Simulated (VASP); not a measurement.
Output of a VASP run:

### OUTCAR
```
 ion  position               nearest neighbor table
   1  0.000  0.000  0.000-   2 2.18   2 2.18   2 2.18   2 2.18   2 2.18   2 2.18
   2  0.500  0.500  0.500-   1 2.18   1 2.18   1 2.18   1 2.18   1 2.18   1 2.18
  LATTYP: Found a face centered cubic cell.
 ALAT       =     4.3537268938
 Subroutine PRICEL returns:
 Original cell was already a primitive cell.
 Subroutine GETGRP returns: Found 48 space group operations
The static configuration has the point symmetry O_h .
The dynamic configuration has the point symmetry O_h .
 Subroutine INISYM returns: Found 48 space group operations
 Subroutine IBZKPT returns following result:
 Found    104 irreducible k-points:

 Following reciprocal coordinates:
            Coordinates               Weight
  0.000000  0.000000  0.000000      1.000000
  0.071429  0.000000  0.000000      8.000000
  0.142857  0.000000  0.000000      8.000000
  0.214286  0.000000  0.000000      8.000000
  0.285714  0.000000  0.000000      8.000000
  0.357143  0.000000  0.000000      8.000000
  0.428571  0.000000  0.000000      8.000000
  0.500000  0.000000  0.000000      4.000000
  0.071429  0.071429  0.000000      6.000000
  0.142857  0.071429  0.000000     24.000000
  0.214286  0.071429  0.000000     24.000000
  0.285714  0.071429  0.000000     24.000000
  0.357143  0.071429  0.000000     24.000000
  0.428571  0.071429  0.000000     24.000000
  0.500000  0.071429  0.000000     24.000000
 -0.428571  0.071429  0.000000     24.000000
 -0.357143  0.071429  0.000000     24.000000
 -0.285714  0.071429  0.000000     24.000000
 -0.214286  0.071429  0.000000     24.000000
 -0.142857  0.071429  0.000000     24.000000
 -0.071429  0.071429  0.000000     12.000000
  0.142857  0.142857  0.000000      6.000000
  0.214286  0.142857  0.000000     24.000000
  0.285714  0.142857  0.000000     24.000000
  0.357143  0.142857  0.000000     24.000000
  0.428571  0.142857  0.000000     24.000000
  0.500000  0.142857  0.000000     24.000000
 -0.428571  0.142857  0.000000     24.000000
 -0.357143  0.142857  0.000000     24.000000
 -0.285714  0.142857  0.000000     24.000000
 -0.214286  0.142857  0.000000     24.000000
 -0.142857  0.142857  0.000000     12.000000
  0.214286  0.214286  0.000000      6.000000
  0.285714  0.214286  0.000000     24.000000
  0.357143  0.214286  0.000000     24.000000
  0.428571  0.214286  0.000000     24.000000
  0.500000  0.214286  0.000000     24.000000
 -0.428571  0.214286  0.000000     24.000000
 -0.357143  0.214286  0.000000     24.000000
 -0.285714  0.214286  0.000000     24.000000
   k-points           NKPTS =    104   k-points in BZ     NKDIM =    104   number of bands    NBANDS=     12
   number of dos      NEDOS =    301   number of ions     NIONS =      2
   total plane-waves  NPLWV =  13824
   dimension x,y,z NGX =    24 NGY =   24 NGZ =   24
   dimension x,y,z NGXF=    48 NGYF=   48 NGZF=   48
   ions per type =               1   1
   PREC   = accura    normal or accurate (medium, high low for compatibility)
   ISTART =      0    job   : 0-new  1-cont  2-samecut
   ICHARG =      2    charge: 1-file 2-atom 10-const
   ISPIN  =      1    spin polarized calculation?
   LNONCOLLINEAR =      F non collinear calculations
   LSORBIT =      F    spin-orbit coupling
   INIWAV =      1    electr: 0-lowe 1-rand  2-diag
   ENCUT  =  520.0 eV  38.22 Ry    6.18 a.u.   5.72  5.72  5.72*2*pi/ulx,y,z
   NELM   =    100;   NELMIN=  2; NELMDL= -5     # of ELM steps
   EDIFF  = 0.1E-06   stopping-criterion for ELM
   LREAL  =      F    real-space projection
   NLSPLINE    = F    spline interpolate recip. space projectors
   LMAXMIX     =    4 max onsite mixed and CHGCAR
   VOSKOWN=      0    Vosko Wilk Nusair interpolation
   EDIFFG = 0.1E-05   stopping-criterion for IOM
   NSW    =      0    number of steps for IOM
   NBLOCK =      1;   KBLOCK =      1    inner block; outer block
   IBRION =     -1    ionic relax: 0-MD 1-quasi-New 2-CG
...
```

OSZICAR:
```
       N       E                     dE             d eps       ncg     rms          rms(c)
DAV:   1     0.119958953799E+03    0.11996E+03   -0.84501E+03  2500   0.158E+03
DAV:   2    -0.134359013242E+02   -0.13339E+03   -0.12700E+03  2608   0.384E+02
DAV:   3    -0.230439954542E+02   -0.96081E+01   -0.92454E+01  3324   0.981E+01
DAV:   4    -0.235168778714E+02   -0.47288E+00   -0.47231E+00  3212   0.206E+01
DAV:   5    -0.235340149849E+02   -0.17137E-01   -0.17137E-01  3404   0.342E+00    0.183E+01
DAV:   6    -0.186240634459E+02    0.49100E+01   -0.31756E+01  2968   0.697E+01    0.720E+00
DAV:   7    -0.180067052819E+02    0.61736E+00   -0.48101E+00  3088   0.281E+01    0.475E+00
DAV:   8    -0.179712616738E+02    0.35444E-01   -0.13852E-01  2656   0.501E+00    0.293E+00
DAV:   9    -0.179728760279E+02   -0.16144E-02   -0.16075E-01  2824   0.517E+00    0.811E-01
DAV:  10    -0.179698090970E+02    0.30669E-02   -0.16328E-02  3620   0.182E+00    0.587E-01
DAV:  11    -0.179682020350E+02    0.16071E-02   -0.72228E-03  2704   0.132E+00    0.112E-01
DAV:  12    -0.179681853583E+02    0.16677E-04   -0.41186E-04  2728   0.292E-01    0.364E-02
DAV:  13    -0.179681777170E+02    0.76413E-05   -0.21383E-05  3640   0.613E-02    0.117E-02
DAV:  14    -0.179681768744E+02    0.84258E-06   -0.13658E-06  2780   0.969E-03    0.227E-03
DAV:  15    -0.179681767389E+02    0.13548E-06   -0.23504E-07  2748   0.639E-03    0.353E-04
DAV:  16    -0.179681766725E+02    0.66454E-07   -0.23668E-08  1396   0.150E-03
   1 F= -.17968177E+02 E0= -.17968216E+02  d E =0.118461E-03
```

**OUTCAR**
```
------------------------ aborting loop because EDIFF is reached ----------------------------------------
  FORCE on cell =-STRESS in cart. coord.  units (eV):
  Direction    XX          YY          ZZ          XY          YZ          ZX
  --------------------------------------------------------------------------------------
  Total       -0.0022895     -0.0022895     -0.0022895     -0.0000000      0.0000000      0.0000000
  in kB       -0.1778022     -0.1778022     -0.1778022     -0.0000000      0.0000000      0.0000000
  external PRESSURE =      -0.1778022 kB  Pullay stress =       0.0000000 kB
  volume of cell :       20.63
      direct lattice vectors                 reciprocal lattice vectors
     0.000000000  2.176863447  2.176863447    -0.229688270  0.229688270  0.229688270
     2.176863447  0.000000000  2.176863447     0.229688270 -0.229688270  0.229688270
     2.176863447  2.176863447  0.000000000     0.229688270  0.229688270 -0.229688270
 POSITION                                       TOTAL-FORCE (eV/Angst)
 -----------------------------------------------------------------------------------
      0.00000      0.00000      0.00000        -0.000000     -0.000000      0.000000
      2.17686      2.17686      2.17686         0.000000      0.000000     -0.000000
 -----------------------------------------------------------------------------------
    total drift:                                0.000000     -0.000000     -0.000000
  FREE ENERGIE OF THE ION-ELECTRON SYSTEM (eV)
  ---------------------------------------------------
  free  energy   TOTEN  =       -17.9681766725 eV

  energy  without entropy=      -17.9682951330  energy(sigma->0) =      -17.96821616
```
(Selected blocks of OUTCAR.)

### POSCAR
```
TiC
1
    0.0000000000     2.1768634469     2.1768634469
    2.1768634469     0.0000000000     2.1768634469
    2.1768634469     2.1768634469     0.0000000000
Ti C
1 1
Direct
  0.0000000000   0.0000000000   0.0000000000
  0.5000000000   0.5000000000   0.5000000000
```

Task: Write an INCAR and KPOINTS that could have produced this output.

Result: This is not unique; one that fits is the input of the run itself, revPBE GGA, plane waves, VASP's PBE PAW potentials (set 64).

File KPOINTS:
```
Automatic mesh
0
Gamma
14 14 14
0 0 0
```

### INCAR
```
LWAVE = .False.
LMAXMIX = 4
SIGMA = 0.1   ! width (eV)
SYSTEM = TiC
ISIF = 2   ! forces and stress, cell fixed
LASPH = .True.   ! aspherical one-centre terms
PREC = Accurate
NELM = 100
GGA = RE   ! revPBE
LCHARG = .False.
LREAL = .False.   ! projection in real space or not
ISMEAR = 1   ! Methfessel-Paxton
EDIFF = 1E-7   ! SCF stop (eV)
ENCUT = 520
ALGO = Normal   ! blocked Davidson
```

POTCAR, in this order: Ti_sv C (PBE.64 set). Program: vasp_std.

The compound is TiC in the rock salt structure. It was relaxed first.
